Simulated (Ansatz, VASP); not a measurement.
**One calculation of Mg2NCl, two programs**

INCAR

```
SYSTEM = Mg2NCl
PREC     = Accurate       ! precision mode
ENCUT    = 520            ! plane-wave cutoff, eV
EDIFF    = 1E-7           ! SCF threshold, eV
ISMEAR   = 0              ! smearing method
SIGMA    = 0.05           ! smearing width, eV
LREAL    = .FALSE.        ! projectors in reciprocal space
LASPH    = .TRUE.         ! aspherical terms in the spheres
NELM     = 80             ! most SCF steps
ALGO     = Normal         ! electronic algorithm
ISIF     = 2              ! what is computed and relaxed
LWAVE    = .FALSE.        ! write WAVECAR
LCHARG   = .FALSE.        ! write CHGCAR
NBANDS   = 16             ! bands
```

KPOINTS

```
Automatic mesh
0
G
  9 9 9
  0 0 0
```

POSCAR

```
Mg2NCl
1.0
    1.6606666161      0.9587863178      6.0029770000
   -1.6606666161      0.9587863178      6.0029770000
    0.0000000000     -1.9175726357      6.0029770000
Mg N Cl
2 1 1
Direct
    0.2228150000      0.2228150000      0.2228150000
    0.7771850000      0.7771850000      0.7771850000
    0.5000000000      0.5000000000      0.5000000000
    0.0000000000      0.0000000000      0.0000000000
```

Input for Ansatz:

```yaml
crystal:
  lattice:
    - [1.6606666161, 0.9587863178, 6.002977]
    - [-1.6606666161, 0.9587863178, 6.002977]
    - [0.0, -1.9175726357, 6.002977]
  atoms:
    - { symbol: Mg, position: [0.222815, 0.222815, 0.222815] }
    - { symbol: Mg, position: [0.777185, 0.777185, 0.777185] }
    - { symbol: "N", position: [0.5, 0.5, 0.5] }
    - { symbol: Cl, position: [0.0, 0.0, 0.0] }
basis:
  ecutwfc: 420
kpoints:
  mp_grid: { grid: [9, 9, 9] }
hamiltonian:
  xc: lda
scf:
  occupations: { method: gaussian, width: 0.05 }
output:
  forces: true
  stress: true
  eigenvalues: true
```

The cell comes from a database or a generator and needn't be the stable form of this composition.

Alike in both runs: task single point; functional LDA; k mesh 9 × 9 × 9; occupations gaussian, width 0.05 eV; no spin polarisation.

|  | VASP | Ansatz |
| --- | --- | --- |
| version | VASP 6.6.1 | Ansatz 0.2.0 |
| potentials or method | VASP PAW LDA potentials, release 64 (Mg, N, Cl) | scalar-relativistic, plane waves, PAW |
| plane-wave cutoff (eV) | 520 | 420 |
| valence electrons in the cell | 16 | 32 |

|  | VASP | Ansatz | Ansatz less VASP |
| --- | --- | --- | --- |
| gap on the k mesh at the Fermi level (eV) | 2.14 | 2.16 | +0.022 |
| least direct gap on the mesh (eV) | 2.14 | 2.16 | +0.022 |
| pressure (GPa) | -6.7 | -6.0 | +0.73 |
| largest component of the traceless stress (GPa) | 0.51 | 0.53 | +0.025 |
| rms of the force components (eV/Å) | 0.082 | 0.064 | -0.0175 |

Atom by atom the forces differ by 0.018 eV/Å (rms over components). The two sets of potentials don't hold the same shells in valence.

Caveats: an odd mesh through Γ misses points on the zone boundary, where band edges often lie. As with any semilocal functional, this LDA gap is likely too small.
